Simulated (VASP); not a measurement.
Method: AM05 GGA, VASP's PBE PAW potentials (set 64) (plane waves; VASP).

A VASP calculation is set up with these files.

INCAR:
```
ALGO = Normal
EDIFF = 1E-7
ENCUT = 520
GGA = AM
ISIF = 2
ISMEAR = -5
LASPH = .TRUE.
LCHARG = .TRUE.
LMAXMIX = 4
LORBIT = 11
LREAL = .FALSE.
LWAVE = .FALSE.
NEDOS = 601
NELM = 100
PREC = Accurate
SYSTEM = Zr
```

**POSCAR**
```
Zr
1
    1.5917029734    -2.7569103686     0.0000000000
    1.5917029734     2.7569103686     0.0000000000
    0.0000000000     0.0000000000     5.1266589432
Zr
2
Direct
  0.3333330000   0.6666670000   0.2500000000
  0.6666670000   0.3333330000   0.7500000000
```

KPOINTS:
```
Automatic mesh
0
Gamma
 15 15 8
0 0 0
```

POTCAR, in this order: Zr_sv (PBE.64 set). Program: vasp_std.

What VASP printed:

### OSZICAR
```
       N       E                     dE             d eps       ncg     rms          rms(c)
DAV:   1     0.215896729779E+03    0.21590E+03   -0.13630E+04  4320   0.149E+03
DAV:   2    -0.371607115087E+01   -0.21961E+03   -0.21782E+03  5392   0.414E+02
DAV:   3    -0.182090141915E+02   -0.14493E+02   -0.14425E+02  8352   0.791E+01
DAV:   4    -0.184467271550E+02   -0.23771E+00   -0.23769E+00  4616   0.117E+01
DAV:   5    -0.184530309854E+02   -0.63038E-02   -0.63128E-02  6904   0.125E+00    0.157E+01
DAV:   6    -0.178105389200E+02    0.64249E+00   -0.99063E-01  4496   0.878E+00    0.632E+00
DAV:   7    -0.176787368804E+02    0.13180E+00   -0.67203E-01  6312   0.622E+00    0.115E+00
DAV:   8    -0.176832563507E+02   -0.45195E-02   -0.38959E-02  5592   0.178E+00    0.310E-01
DAV:   9    -0.176836468537E+02   -0.39050E-03   -0.20689E-03  5448   0.490E-01    0.342E-02
DAV:  10    -0.176836076352E+02    0.39219E-04   -0.64420E-05  6680   0.521E-02    0.246E-02
DAV:  11    -0.176836133652E+02   -0.57300E-05   -0.11468E-05  4696   0.453E-02    0.267E-03
DAV:  12    -0.176836136005E+02   -0.23528E-06   -0.41659E-07  4760   0.502E-03    0.209E-03
DAV:  13    -0.176836135668E+02    0.33627E-07   -0.42769E-08  2904   0.211E-03
   1 F= -.17683614E+02 E0= -.17683614E+02  d E =0.000000E+00
```

OUTCAR:
```
------------------------ aborting loop because EDIFF is reached ----------------------------------------
  FORCE on cell =-STRESS in cart. coord.  units (eV):
  Direction    XX          YY          ZZ          XY          YZ          ZX
  --------------------------------------------------------------------------------------
  Total        0.0364736      0.0364736     -0.0316984      0.0000000      0.0000000     -0.0000000
  in kB        1.2987933      1.2987933     -1.1287518      0.0000000      0.0000000     -0.0000000
  external PRESSURE =       0.4896116 kB  Pullay stress =       0.0000000 kB
  volume of cell :       44.99
      direct lattice vectors                 reciprocal lattice vectors
     1.591702973 -2.756910369  0.000000000     0.314128960 -0.181362443  0.000000000
     1.591702973  2.756910369  0.000000000     0.314128960  0.181362443  0.000000000
     0.000000000  0.000000000  5.126658943     0.000000000  0.000000000  0.195058811
 POSITION                                       TOTAL-FORCE (eV/Angst)
 -----------------------------------------------------------------------------------
      1.59170      0.91897      1.28166        -0.000000      0.000000      0.000000
      1.59170     -0.91897      3.84499         0.000000     -0.000000      0.000000
 -----------------------------------------------------------------------------------
    total drift:                                0.000134      0.001122     -0.000019
  FREE ENERGIE OF THE ION-ELECTRON SYSTEM (eV)
  ---------------------------------------------------
  free  energy   TOTEN  =       -17.6836135668 eV

  energy  without entropy=      -17.6836135668  energy(sigma->0) =      -17.68361357

 total charge

# of ion       s       p       d       tot
------------------------------------------
    1        2.240   5.960   1.658   9.857
    2        2.240   5.960   1.658   9.857
--------------------------------------------------
tot          4.479  11.921   3.315  19.715
```
(Selected blocks of OUTCAR.)

### OUTCAR
```
 val. band max:        9.3370822236   @ k =   0.0667   0.0667   0.3750

 cond. band min:       9.2240949759   @ k =   0.2667   0.2667   0.5000


 Fermi energy:         9.2971478842

 k-point     1 :       0.0000    0.0000    0.0000
  band No.  band energies     occupation
      1     -39.3937      2.00000
      2     -39.2213      2.00000
      3     -18.0171      2.00000
      4     -17.0377      2.00000
      5     -17.0377      2.00000
      6     -16.9103      2.00000
      7     -16.8886      2.00000
      8     -16.8886      2.00000
      9       3.5246      2.00000
     10       6.1325      2.00000
     11      10.1589      0.00000
     12      10.1589      0.00000
     13      10.2030      0.00000
     14      10.4555      0.00000
     15      10.8627      0.00000
     16      10.8627      0.00000

 k-point     2 :       0.0667    0.0000    0.0000
  band No.  band energies     occupation
      1     -39.3877      2.00000
      2     -39.2185      2.00000
      3     -18.0019      2.00000
      4     -17.0731      2.00000
      5     -17.0491      2.00000
      6     -16.9253      2.00000
      7     -16.9163      2.00000
      8     -16.8933      2.00000
      9       3.6560      2.00000
     10       6.2550      2.00000
     11       9.7853     -0.00125
     12      10.1902      0.00000
     13      10.2811      0.00000
     14      10.5017      0.00000
     15      10.7458      0.00000
     16      10.9780      0.00000

 k-point     3 :       0.1333    0.0000    0.0000
  band No.  band energies     occupation
      1     -39.3704      2.00000
      2     -39.2110      2.00000
      3     -17.9574      2.00000
      4     -17.1731      2.00000
      5     -17.0805      2.00000
      6     -17.0271      2.00000
      7     -16.9348      2.00000
      8     -16.9074      2.00000
      9       4.0332      2.00000
     10       6.5883      2.00000
     11       9.3116      1.03620
     12       9.5551      0.21682
     13      10.4108      0.00000
...
```

For a metal the tetrahedron method with Blöchl corrections gives inexact stress and forces.

The compound is Zr in the hcp structure. It was relaxed first.
